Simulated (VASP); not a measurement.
Here is a VASP 6.6.1 calculation.

Contents of INCAR:

```
SYSTEM = ZnCd3Se3S
  PREC = Normal
  ENCUT = 520
  EDIFF = 1E-5
  ISMEAR = 0
  SIGMA = 0.15
  LREAL = Auto
  LASPH = .TRUE.
  NELM = 80
  ALGO = Fast
  ISIF = 2
  LWAVE = .FALSE.
  LCHARG = .FALSE.
  GGA = PE
  NBANDS = 46
```

Contents of KPOINTS:

```
regular mesh
0
G
  6 6 2
  0 0 0
```

File POSCAR:

```
ZnCd3Se3S
1.0
    4.2458210000      0.0000000000      0.0000000000
   -2.1229100000      3.6769890000      0.0000000000
    0.0000000000      0.0000000000     14.0428500000
Zn Cd Se S
1 3 3 1
Direct
    0.0000000000      0.0000000000      0.9936640000
    0.6666670000      0.3333330000      0.5037500000
    0.3333330000      0.6666670000      0.7662730000
    0.3333330000      0.6666670000      0.2414320000
    0.6666670000      0.3333330000      0.6939580000
    0.0000000000      0.0000000000      0.1702720000
    0.3333330000      0.6666670000      0.4315260000
    0.3333330000      0.6666670000      0.9491280000
```

Potentials or basis: VASP PAW PBE potentials, release 64 (Zn, Cd, Se, S).

The run is started by

```sh
$ cat potpaw_PBE.64/Zn/POTCAR potpaw_PBE.64/Cd/POTCAR potpaw_PBE.64/Se/POTCAR potpaw_PBE.64/S/POTCAR > POTCAR
$ mpirun -np 1 vasp_std > vasp.out
```

Question: Estimate the band gap on the k mesh.

Answer: 0.49 eV, direct.

Question: Estimate the pressure.

Answer: 0.1 GPa.

Forces in eV/Å, atoms in the order of the input:
```
Zn   0.000  0.000  0.001
Cd   0.000  0.000  0.005
Cd   0.000  0.000  0.007
Cd   0.000  0.000 -0.003
Se   0.000  0.000  0.007
Se   0.000  0.000 -0.017
Se   0.000  0.000  0.015
S    0.000  0.000 -0.015
```
